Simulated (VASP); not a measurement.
Energy against volume of MgB₂ (AlB2 type). These are PBE GGA with D3 dispersion (Becke-Johnson damping), VASP's PBE PAW potentials (set 64) (plane waves; VASP 6.6.1) values and carry that method's errors. Numerical set-up: 520 eV cut-off, 12×12×9 Γ-centred mesh, first-order Methfessel-Paxton smearing of 0.10 eV, potentials Mg B.

Shape and ions are relaxed at each volume.

| V (Å³/atom) | E (eV/atom) |
|---|---|
| 8.993 | -5.39424 |
| 9.272 | -5.39858 |
| 9.550 | -5.39495 |
| 9.828 | -5.38441 |

Q: Fit these four points and predict the energy of the run at 8.715 Å³/atom.

A: A cubic in V^(−2/3), the third-order Birch-Murnaghan form, passes through the four points with V0 = 9.28 Å³/atom and B0 = 152 GPa, and gives -5.3808 eV/atom there. The run gave -5.3807 eV/atom, +0.1 meV/atom from the fit; all five points give B0 = 152 GPa.

The compound is MgB2 in the AlB2 type structure. It was relaxed first.
